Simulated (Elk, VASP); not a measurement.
An input for Elk (LDA (PW92), all-electron FP-LAPW, Elk's shipped species files, default APW+lo basis):

```
tasks
  0

xctype
  3

rgkmax
  7.0

rmtscf
  0.91

stype
  3

swidth
  0.000367493

avec
    0.0000000000    5.3573735633    5.3573735633
    5.3573735633    0.0000000000    5.3573735633
    5.3573735633    5.3573735633    0.0000000000

sppath
  './'

atoms
  2   : nspecies
  'Zn.in'   : spfname
  1   : natoms; atposl, bfcmt below
  0.0000000000  0.0000000000  0.0000000000    0.0 0.0 0.0
  'Se.in'   : spfname
  1   : natoms; atposl, bfcmt below
  0.2500000000  0.2500000000  0.2500000000    0.0 0.0 0.0

ngridk
  10 10 10
```

Problem. Translate it to VASP.

Solution. One set of files that does it:

**POSCAR**
```
ZnSe
4.0092950
  0.0000000000   0.7071068604   0.7071068604
  0.7071068604   0.0000000000   0.7071068604
  0.7071068604   0.7071068604   0.0000000000
Zn Se
1 1
Cart
  0.0000000000   0.0000000000   0.0000000000
  0.3535534302   0.3535534302   0.3535534302
```

### INCAR
```
SYSTEM = ZnSe
PREC = Accurate
ENCUT = 300
EDIFF = 1E-6
NELM = 100
ALGO = Normal
LREAL = .FALSE.
LASPH = .TRUE.
ISMEAR = -1
SIGMA = 0.01
LMAXMIX = 4
LWAVE = .FALSE.
LCHARG = .FALSE.
ISIF = 2
```

File KPOINTS:
```
Automatic
0
Gamma
10 10 10
0 0 0
```

POTCAR, in this order: Zn Se (LDA.64 set). Program: vasp_std.

Both inputs were run and reached self-consistency, which says nothing on mesh or cut-off. Potentials, basis and cut-offs are each code's own, so they don't translate, and total energies aren't comparable.

VASP also gives the stress here, which the Elk input doesn't ask for.

VASP's LDA is the Perdew-Zunger fit; the other code's may be Perdew-Wang, which differs slightly.

The structure is a typed ZnSe crystal (F-43m). The cell was not relaxed at this level, and it may have been scaled.
